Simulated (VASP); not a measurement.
# NdFeGe: equation of state with PBE

NdFeGe:

```
CELL_PARAMETERS angstrom
4.20570 0.00000 0.00000
-2.10285 3.64224 0.00000
0.00000 0.00000 4.12429
ATOMIC_POSITIONS crystal
Nd 0.66667 0.33333 0.00000
Ge 0.33333 0.66667 0.50000
Fe 0.00000 0.00000 0.50000
```

The cell comes from a database or a generator and needn't be the stable form of this composition.

```
Program                : VASP 6.6.1
Task                   : equation of state
Functional             : PBE
Potentials or basis    : VASP PAW PBE potentials, release 64 (Nd, Ge_d, Fe)
Cutoff                 : 520 eV
k mesh                 : 7 × 7 × 7
Occupations            : fermi-dirac, width 0.05 eV
Spin                   : collinear spin, ferromagnetic start
Starting moments       : [3.0, 0.0, 3.0] μB
Further INCAR settings : ALGO = Normal; EDIFF = 1e-07; NBANDS = 29
```

```yaml
Equilibrium_volume: "20.68 Å³/atom (rough: see the caveat)"
Bulk_modulus_at_fixed_shape_and_positions: 135 GPa (rough)
```

Energy against volume, from the lowest point:
| volume (Å³/atom) | energy (meV/atom) |
| --- | --- |
| 19.795 | 21.02 |
| 20.216 | 1.31 |
| 20.638 | 0.00 |
| 21.059 | 2.28 |
| 21.480 | 7.69 |
| 21.901 | 15.82 |
| 22.322 | 26.37 |

All runs of the series together: 14 min on 1 thread of Intel(R) Xeon(R) 6975P-C (Granite Rapids), with other jobs on the host.

Caveat: the fit is doubtful: noisy points or a state that changes with volume; the magnetic or orbital state may not be the lowest; the cell was scaled at fixed shape and fractional positions, which overstates the stiffness of a crystal with free parameters, most of all of layers and chains; without U or exact exchange the open f shell lies at the Fermi level, which spoils levels, moments and volumes. The state reached can hang on the start; a lower one may exist.
